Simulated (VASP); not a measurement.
VASP ran on this input.

File KPOINTS:
```
Automatic mesh
0
gamma
 4 4 4
```

**INCAR**
```
# general
SYSTEM=Mg2Si
PREC  =Accurate
ENCUT =520
LREAL =.FALSE.   # projection in real space or not
LASPH =.TRUE.   # aspherical one-centre terms

# electronic loop
EDIFF =1E-6   # SCF stop (eV)
NELM  =100   # most electronic steps
ALGO  =Normal   # blocked Davidson

# smearing
ISMEAR=0   # Gaussian
SIGMA =0.05   # width (eV)

# functional
GGA   =PE

# output
LWAVE =.TRUE.
LCHARG=.FALSE.
```

POSCAR:
```
Mg2Si
1.0
  0.0000000000   3.1797975136   3.1797975136
  3.1797975136   0.0000000000   3.1797975136
  3.1797975136   3.1797975136   0.0000000000
Mg Si
2 1
Cart
  1.5898987568   1.5898987568   1.5898987568
  4.7696962704   4.7696962704   4.7696962704
  0.0000000000   3.1797975136   3.1797975136
```

POTCAR, in this order: Mg Si (PBE.64 set). Program: vasp_std.

Problem. Translate this PBE calculation to Quantum ESPRESSO's pw.x.

Solution. One equivalent input (not run):
```
&CONTROL
  calculation = 'scf'
  pseudo_dir = './pseudo'
  outdir = './out'
  tprnfor = .true.
  tstress = .true.
/
&SYSTEM
  ibrav = 0
  nat = 3
  ntyp = 2
  ecutwfc = 84
  occupations = 'smearing'
  smearing = 'gaussian'
  degauss = 0.003675
  input_dft = 'pbe'
/
&ELECTRONS
  conv_thr = 7.3e-08
  electron_maxstep = 100
/
ATOMIC_SPECIES
  Mg 24.305 Mg.upf
  Si 28.085 Si.upf
CELL_PARAMETERS angstrom
     0.0000000    3.1797975    3.1797975
     3.1797975    0.0000000    3.1797975
     3.1797975    3.1797975    0.0000000
ATOMIC_POSITIONS crystal
  Mg   0.2500000  0.2500000  0.2500000
  Mg   0.7500000  0.7500000  0.7500000
  Si   1.0000000  0.0000000  0.0000000
K_POINTS automatic
  4 4 4 0 0 0
```
The two are equivalent in intent, not identical: the potentials are each code's own (VASP's PAW set, PseudoDojo norm-conserving files in pw.x), so ENCUT and ecutwfc are chosen apart and not converted; conv_thr bounds pw.x's estimated SCF error, while EDIFF bounds the energy change between steps.

The compound is Mg2Si in the antifluorite structure. It was relaxed first. The k-mesh is coarse (spacing up to 0.43 per Å, 2π included), so the numbers may not be converged in it.
